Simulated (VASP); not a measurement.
Level of theory: PBE GGA, VASP's PBE PAW potentials (set 64) (plane waves; VASP).

A VASP calculation is set up with these files.

**POSCAR**
```
SrO
1
    0.0000000000     2.5916963378     2.5916963378
    2.5916963378     0.0000000000     2.5916963378
    2.5916963378     2.5916963378     0.0000000000
Sr O
1 1
Direct
  0.0000000000   0.0000000000   0.0000000000
  0.5000000000   0.5000000000   0.5000000000
```

### KPOINTS
```
Automatic mesh
0
Gamma
8 8 8
0 0 0
```

### INCAR
```
! general
SYSTEM =SrO
PREC   =Accurate
ENCUT  =600
LREAL  =.FALSE.   ! projection in real space or not
LASPH  =.TRUE.

! electronic loop
EDIFF  =1E-7
NELM   =100   ! most electronic steps
ALGO   =Normal   ! blocked Davidson
LMAXMIX=4   ! l cut-off of mixed one-centre charges

! smearing
ISMEAR =0   ! Gaussian
SIGMA  =0.05

! functional
GGA    =PE   ! PBE

! ions
IBRION =2
NSW    =40   ! most ionic steps
ISIF   =3
EDIFFG =-0.01
PSTRESS=10

! output
LWAVE  =.FALSE.
LCHARG =.FALSE.
```

POTCAR, in this order: Sr_sv O (PBE.64 set). Program: vasp_std.

Output

### OSZICAR
```
       N       E                     dE             d eps       ncg     rms          rms(c)
DAV:   1     0.858835588592E+02    0.85884E+02   -0.94973E+03   696   0.146E+03
DAV:   2    -0.998041719810E+01   -0.95864E+02   -0.88109E+02   944   0.262E+02
DAV:   3    -0.141283362163E+02   -0.41479E+01   -0.41217E+01   916   0.542E+01
DAV:   4    -0.142520776347E+02   -0.12374E+00   -0.12370E+00   988   0.798E+00
DAV:   5    -0.142533449784E+02   -0.12673E-02   -0.12673E-02   900   0.725E-01    0.161E+01
DAV:   6    -0.121764853545E+02    0.20769E+01   -0.10590E+01   808   0.242E+01    0.193E+01
DAV:   7    -0.120615699036E+02    0.11492E+00   -0.61746E-01   876   0.697E+00    0.110E+01
DAV:   8    -0.120536240545E+02    0.79458E-02   -0.14145E-01   744   0.420E+00    0.773E-01
DAV:   9    -0.120541488057E+02   -0.52475E-03   -0.13966E-02   964   0.994E-01    0.220E-01
DAV:  10    -0.120548700085E+02   -0.72120E-03   -0.11806E-03   732   0.349E-01    0.537E-02
DAV:  11    -0.120549848578E+02   -0.11485E-03   -0.19426E-04   836   0.123E-01    0.425E-02
DAV:  12    -0.120550025808E+02   -0.17723E-04   -0.27443E-05   756   0.523E-02    0.250E-02
DAV:  13    -0.120550009282E+02    0.16527E-05   -0.34522E-06   896   0.222E-02    0.258E-03
DAV:  14    -0.120550007632E+02    0.16497E-06   -0.47626E-07   824   0.654E-03    0.171E-03
DAV:  15    -0.120550007405E+02    0.22708E-07   -0.43666E-08   508   0.204E-03
   1 F= -.11837695E+02 E0= -.11837695E+02  d E =-.118377E+02
```

OUTCAR:
```
------------------------ aborting loop because EDIFF is reached ----------------------------------------
  FORCE on cell =-STRESS in cart. coord.  units (eV):
  Direction    XX          YY          ZZ          XY          YZ          ZX
  --------------------------------------------------------------------------------------
  Total        0.2199563      0.2199563      0.2199563      0.0000000      0.0000000      0.0000000
  in kB       10.1219594     10.1219594     10.1219594      0.0000000      0.0000000      0.0000000
  external PRESSURE =       0.1219594 kB  Pullay stress =      10.0000000 kB
  volume of cell :       34.82
      direct lattice vectors                 reciprocal lattice vectors
     0.000000000  2.591696338  2.591696338    -0.192923836  0.192923836  0.192923836
     2.591696338  0.000000000  2.591696338     0.192923836 -0.192923836  0.192923836
     2.591696338  2.591696338  0.000000000     0.192923836  0.192923836 -0.192923836
  FREE ENERGIE OF THE ION-ELECTRON SYSTEM (eV)
  ---------------------------------------------------
  free  energy   TOTEN  =       -12.0550007405 eV

  energy  without entropy=      -12.0550007405  energy(sigma->0) =      -12.05500074
  enthalpy is  TOTEN    =       -11.8376947201 eV   P V=        0.2173060204

 reached required accuracy - stopping structural energy minimisation
```
(Selected blocks of OUTCAR.)

The compound is SrO in the rock salt structure. It was relaxed first under an external pressure of 1 GPa.
